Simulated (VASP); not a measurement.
Calculation: PBE GGA, VASP's PBE PAW potentials (set 64) (plane waves; VASP).

The input files of a VASP run:

KPOINTS:
```
Automatic mesh
0
Gamma
14 14 8
0 0 0
```

**INCAR**
```
! general
SYSTEM  = Os
PREC    = Low
ENCUT   = 400   ! plane-wave cut-off (eV)
LREAL   = F
LASPH   = T   ! aspherical one-centre terms

! electronic loop
EDIFF   = 1E-6
NELM    = 100   ! most electronic steps
ALGO    = Normal   ! blocked Davidson
LMAXMIX = 6

! smearing
ISMEAR  = 1   ! Methfessel-Paxton
SIGMA   = 0.1

! functional
GGA     = PE

! ions
ISIF    = 2   ! forces and stress, cell fixed

! output
LWAVE   = F
LCHARG  = F
```

POSCAR:
```
Os
1
    1.3592300000    -2.3092790000     0.0000000000
    1.3592300000     2.3092790000     0.0000000000
    0.0000000000     0.0000000000     4.4433190000
Os
2
Direct
  0.3333330000   0.6666670000   0.2500000000
  0.6746950000   0.3413610000   0.7500000000
```

POTCAR, in this order: Os (PBE.64 set). Program: vasp_std.

Output of the run:

**OSZICAR**
```
       N       E                     dE             d eps       ncg     rms          rms(c)
DAV:   1     0.811119840644E+02    0.81112E+02   -0.65793E+03 12024   0.103E+03
DAV:   2    -0.184451730712E+02   -0.99557E+02   -0.89789E+02 13232   0.362E+02
DAV:   3    -0.236690597593E+02   -0.52239E+01   -0.48696E+01 14200   0.681E+01
DAV:   4    -0.237879681060E+02   -0.11891E+00   -0.11754E+00 13128   0.973E+00
DAV:   5    -0.237893186610E+02   -0.13506E-02   -0.13493E-02 13948   0.874E-01    0.237E+01
DAV:   6    -0.227221762122E+02    0.10671E+01   -0.11392E+00 12816   0.972E+00    0.110E+01
DAV:   7    -0.223963010062E+02    0.32588E+00   -0.83368E-01 13532   0.820E+00    0.476E-01
DAV:   8    -0.223907346801E+02    0.55663E-02   -0.74445E-03 12188   0.715E-01    0.297E-01
DAV:   9    -0.223884503345E+02    0.22843E-02   -0.16121E-03 13068   0.475E-01    0.580E-02
DAV:  10    -0.223884892953E+02   -0.38961E-04   -0.69755E-05 13268   0.842E-02    0.102E-02
DAV:  11    -0.223884569105E+02    0.32385E-04   -0.70797E-06 12456   0.317E-02    0.862E-04
DAV:  12    -0.223884561305E+02    0.78001E-06   -0.13217E-07  6364   0.406E-03
   1 F= -.22388456E+02 E0= -.22388438E+02  d E =-.536226E-04
```

OUTCAR:
```
------------------------ aborting loop because EDIFF is reached ----------------------------------------
  FORCE on cell =-STRESS in cart. coord.  units (eV):
  Direction    XX          YY          ZZ          XY          YZ          ZX
  --------------------------------------------------------------------------------------
  Total        2.5134100      4.3249395     -1.5090718     -0.0699952      0.0000000      0.0000000
  in kB      144.3667126    248.4184059    -86.6789484     -4.0204233      0.0000000      0.0000000
  external PRESSURE =     102.0353900 kB  Pullay stress =       0.0000000 kB
  volume of cell :       27.89
      direct lattice vectors                 reciprocal lattice vectors
     1.359230000 -2.309279000  0.000000000     0.367855330 -0.216517796  0.000000000
     1.359230000  2.309279000  0.000000000     0.367855330  0.216517796  0.000000000
     0.000000000  0.000000000  4.443319000     0.000000000  0.000000000  0.225056990
 POSITION                                       TOTAL-FORCE (eV/Angst)
 -----------------------------------------------------------------------------------
      1.35923      0.76976      1.11083         0.172588      0.067394     -0.000000
      1.38105     -0.76976      3.33249        -0.172588     -0.067394      0.000000
 -----------------------------------------------------------------------------------
    total drift:                               -0.000054      0.000041     -0.000000
  FREE ENERGIE OF THE ION-ELECTRON SYSTEM (eV)
  ---------------------------------------------------
  free  energy   TOTEN  =       -22.3884561305 eV

  energy  without entropy=      -22.3884025078  energy(sigma->0) =      -22.38843826
```
(Selected blocks of OUTCAR.)

OUTCAR:
```
 val. band max:        9.5270442251   @ k =   0.0714   0.2143  -0.2500

 cond. band min:       9.5364387703   @ k =   0.1429  -0.2857  -0.1250


 Fermi energy:         9.5363865762

 k-point     1 :       0.0000    0.0000    0.0000
  band No.  band energies     occupation
      1      -1.4582      2.00000
      2       1.6229      2.00000
      3       6.1935      2.00000
      4       6.2831      2.00000
      5       6.7280      2.00000
      6       7.0266      2.00000
      7       7.4385      2.00000
      8       8.2593      2.00000
      9       8.4426      2.00000
     10       9.0527      2.00000
     11      11.1256     -0.00000
     12      11.3337     -0.00000

 k-point     2 :       0.0714    0.0000    0.0000
  band No.  band energies     occupation
      1      -1.2454      2.00000
      2       1.8229      2.00000
      3       5.8692      2.00000
      4       6.5672      2.00000
      5       6.8844      2.00000
      6       6.9836      2.00000
      7       7.5510      2.00000
      8       7.8914      2.00000
      9       8.2891      2.00000
     10       8.4304      2.00000
     11      11.2717     -0.00000
     12      12.2824      0.00000

 k-point     3 :       0.0000    0.0714    0.0000
  band No.  band energies     occupation
      1      -1.2459      2.00000
      2       1.8198      2.00000
      3       5.8854      2.00000
      4       6.5799      2.00000
      5       6.8844      2.00000
      6       6.9343      2.00000
      7       7.5742      2.00000
      8       7.9159      2.00000
      9       8.1805      2.00000
     10       8.4919      2.00000
     11      11.4128     -0.00000
     12      12.1625      0.00000

 k-point     4 :       0.1429    0.0000    0.0000
  band No.  band energies     occupation
      1      -0.6383      2.00000
      2       2.3532      2.00000
      3       5.4143      2.00000
      4       6.5514      2.00000
      5       6.6663      2.00000
      6       7.1903      2.00000
...
```

Unless said otherwise, spin-orbit coupling is left out, though it shifts the bands of the heavy elements here.

The compound is Os in the hcp structure. The cell was not relaxed at this level, atoms are displaced from their ideal sites. The run is one of a series of settings (PREC = Low against the base run), some of them coarse on purpose.
